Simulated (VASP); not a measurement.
Output of a VASP run:

OSZICAR:
```
       N       E                     dE             d eps       ncg     rms          rms(c)
DAV:   1     0.119532244047E+03    0.11953E+03   -0.11295E+04  3830   0.195E+03
DAV:   2    -0.441778316929E+02   -0.16371E+03   -0.15951E+03  4011   0.409E+02
DAV:   3    -0.519206969863E+02   -0.77429E+01   -0.76381E+01  4599   0.956E+01
DAV:   4    -0.520745138295E+02   -0.15382E+00   -0.15377E+00  4811   0.126E+01
DAV:   5    -0.520819836507E+02   -0.74698E-02   -0.74697E-02  5564   0.244E+00    0.896E+00
DAV:   6    -0.467196027267E+02    0.53624E+01   -0.48877E+00  4102   0.363E+01    0.399E+00
DAV:   7    -0.465977027226E+02    0.12190E+00   -0.53370E-01  4025   0.949E+00    0.255E+00
DAV:   8    -0.466234852274E+02   -0.25783E-01   -0.15085E-01  4249   0.344E+00    0.136E+00
DAV:   9    -0.466267632814E+02   -0.32781E-02   -0.67224E-02  3990   0.309E+00    0.405E-01
DAV:  10    -0.466356131759E+02   -0.88499E-02   -0.23548E-02  4088   0.193E+00    0.221E-01
DAV:  11    -0.466350108793E+02    0.60230E-03   -0.71604E-03  3983   0.949E-01    0.200E-01
DAV:  12    -0.466368669693E+02   -0.18561E-02   -0.10717E-03  4277   0.335E-01    0.921E-02
DAV:  13    -0.466369412105E+02   -0.74241E-04   -0.10072E-04  4802   0.963E-02    0.857E-02
DAV:  14    -0.466365329722E+02    0.40824E-03   -0.11587E-04  4004   0.121E-01    0.146E-01
DAV:  15    -0.466372904425E+02   -0.75747E-03   -0.84086E-04  3913   0.342E-01    0.273E-02
DAV:  16    -0.466372908136E+02   -0.37105E-06   -0.16490E-05  4354   0.375E-02    0.148E-02
DAV:  17    -0.466372900123E+02    0.80125E-06   -0.84919E-07  5200   0.102E-02    0.224E-02
DAV:  18    -0.466372898791E+02    0.13320E-06   -0.37030E-08  2562   0.253E-03    0.215E-02
DAV:  19    -0.466372932207E+02   -0.33416E-05   -0.15445E-06  4738   0.181E-02    0.854E-03
DAV:  20    -0.466372946670E+02   -0.14463E-05   -0.53721E-07  3917   0.817E-03    0.150E-02
DAV:  21    -0.466372937582E+02    0.90877E-06   -0.29465E-07  3990   0.104E-02    0.373E-03
DAV:  22    -0.466372935439E+02    0.21432E-06   -0.54630E-08  2366   0.363E-03    0.330E-04
DAV:  23    -0.466372935246E+02    0.19299E-07   -0.15581E-08  2051   0.207E-03
   1 F= -.46637294E+02 E0= -.46636885E+02  d E =-.122501E-02
```

**OUTCAR**
```
------------------------ aborting loop because EDIFF is reached ----------------------------------------
  FORCE on cell =-STRESS in cart. coord.  units (eV):
  Direction    XX          YY          ZZ          XY          YZ          ZX
  --------------------------------------------------------------------------------------
  Total        0.3754054      0.3088099      0.3754054      0.0000000      0.0000000      0.0000000
  in kB       17.3507074     14.2727557     17.3507074      0.0000000      0.0000000      0.0000000
  external PRESSURE =      16.3247235 kB  Pullay stress =       0.0000000 kB
  volume of cell :       34.67
      direct lattice vectors                 reciprocal lattice vectors
     3.271545133  0.000000000  0.000000000     0.305665965  0.000000000  0.000000000
     0.000000000  3.238829681  0.000000000     0.000000000  0.308753500  0.000000000
     0.000000000  0.000000000  3.271545133     0.000000000  0.000000000  0.305665965
 POSITION                                       TOTAL-FORCE (eV/Angst)
 -----------------------------------------------------------------------------------
      1.63577      1.61941      1.63577         0.000000      0.000000      0.000000
      0.00000      0.00000      0.00000         0.000000      0.000000      0.000000
 -----------------------------------------------------------------------------------
    total drift:                                0.000000      0.000000     -0.000000
  FREE ENERGIE OF THE ION-ELECTRON SYSTEM (eV)
  ---------------------------------------------------
  free  energy   TOTEN  =       -46.6372935246 eV

  energy  without entropy=      -46.6360685187  energy(sigma->0) =      -46.63688519
```
(Selected blocks of OUTCAR.)

File POSCAR:
```
PdIn
1
    3.2715451328     0.0000000000     0.0000000000
    0.0000000000     3.2388296815     0.0000000000
    0.0000000000     0.0000000000     3.2715451328
In Pd
1 1
Direct
  0.5000000000   0.5000000000   0.5000000000
  0.0000000000   0.0000000000   0.0000000000
```

**Question.** Write an INCAR and KPOINTS that could have produced this output.

**Answer.** Several could match; the one computed here: the input of the run itself, r2SCAN meta-GGA, plane waves, VASP's PBE PAW potentials (set 64).

File KPOINTS:
```
Automatic mesh
0
Gamma
10 10 10
0 0 0
```

INCAR:
```
# general
SYSTEM =PdIn
PREC   =Accurate
ENCUT  =480
LREAL  =.FALSE.
LASPH  =.TRUE.

# electronic loop
EDIFF  =1E-7
NELM   =100
ALGO   =Normal
LMAXMIX=4
LMIXTAU=.TRUE.

# smearing
ISMEAR =1
SIGMA  =0.1

# functional
METAGGA=R2SCAN

# ions
ISIF   =2

# output
LWAVE  =.FALSE.
LCHARG =.FALSE.
```

POTCAR, in this order: In_d Pd (PBE.64 set). Program: vasp_std.

The compound is PdIn in the CsCl type structure. This cell was strained or had an atom moved on purpose. The electron count is odd and the run is not spin-polarised, which forces a metal.
